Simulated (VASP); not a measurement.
HfMg3: single point with LDA

The system is HfMg3.

```
Mg Hf
1.0
     4.43340    0.00000    0.00000
     0.00000    4.43340    0.00000
     0.00000    0.00000    4.43340
Mg Hf
3 1
Direct
  0.50000 0.50000 0.00000
  0.50000 0.00000 0.50000
  0.00000 0.50000 0.50000
  0.00000 0.00000 0.00000
```

The cell comes from a database or a generator and needn't be the stable form of this composition.

```
Program             : VASP 6.6.1
Task                : single point
Functional          : LDA
Potentials or basis : VASP PAW LDA potentials, release 64 (Mg, Hf_pv)
Cutoff              : 520 eV
k mesh              : 3 × 3 × 3
Occupations         : fermi-dirac, width 0.02 eV
Spin                : no spin polarisation
```

```json
{"Pressure": "-4.0 GPa", "Band gap on the k mesh": "none (metal or under the smearing width)"}
```

Levels at points of the mesh, in eV from the Fermi level:
| k point | band 5 | band 6 | band 7 | band 8 | band 9 | band 10 | band 11 | band 12 |
| --- | --- | --- | --- | --- | --- | --- | --- | --- |
| (0.00, 0.00, 0.00) | -1.28 | -1.28 | 0.51 | 0.51 | 0.51 | 1.16 | 1.16 | 1.16 |

Run time: 3.9 s on 1 thread of Intel(R) Xeon(R) 6975P-C (Granite Rapids), with other jobs on the host, peak memory 0.16 GiB.

Caveat: the k mesh is coarse (spacing up to 0.47 Å⁻¹), so the values aren't converged. Spin-orbit coupling is left out, which matters for the levels of Hf.
